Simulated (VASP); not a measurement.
VASP ran on this input.

INCAR:
```
SYSTEM = NbC
PREC = Accurate
ENCUT = 520
EDIFF = 1E-7
NELM = 100
ALGO = Normal
LREAL = .FALSE.
LASPH = .TRUE.
ISMEAR = 1
SIGMA = 0.1
GGA = RE
LMAXMIX = 4
LWAVE = .FALSE.
LCHARG = .FALSE.
ISIF = 2
```

**KPOINTS**
```
Automatic mesh
0
Gamma
14 14 14
0 0 0
```

### POSCAR
```
NbC
1
    0.0000000000     2.2022952181     2.2022952181
    2.2022952181     0.0000000000     2.2022952181
    2.2022952181     2.2022952181     0.0000000000
Nb C
1 1
Direct
  0.0000000000   0.0000000000   0.0000000000
  0.5000000000   0.5000000000   0.5000000000
```

POTCAR, in this order: Nb_sv C (PBE.64 set). Program: vasp_std.

Write an equivalent input for Quantum ESPRESSO's pw.x.

One equivalent input (not run):
```
&CONTROL
  calculation = 'scf'
  pseudo_dir = './pseudo'
  outdir = './out'
  tprnfor = .true.
  tstress = .true.
/
&SYSTEM
  ibrav = 0
  nat = 2
  ntyp = 2
  ecutwfc = 82
  occupations = 'smearing'
  smearing = 'methfessel-paxton'
  degauss = 0.00735
  input_dft = 'revpbe'
/
&ELECTRONS
  conv_thr = 7.3e-09
  electron_maxstep = 100
/
ATOMIC_SPECIES
  Nb 92.906 Nb.upf
  C 12.011 C.upf
CELL_PARAMETERS angstrom
     0.0000000    2.2022952    2.2022952
     2.2022952    0.0000000    2.2022952
     2.2022952    2.2022952    0.0000000
ATOMIC_POSITIONS crystal
  Nb   0.0000000  0.0000000  0.0000000
  C    0.5000000  0.5000000  0.5000000
K_POINTS automatic
  14 14 14 0 0 0
```
The two are equivalent in intent, not identical: the potentials are each code's own (VASP's PAW set, PseudoDojo norm-conserving files in pw.x), so ENCUT and ecutwfc are chosen apart and not converted; conv_thr bounds pw.x's estimated SCF error, while EDIFF bounds the energy change between steps.

The compound is NbC in the rock salt structure. This cell is one point of a volume scan, at 0.94 of the reference volume.
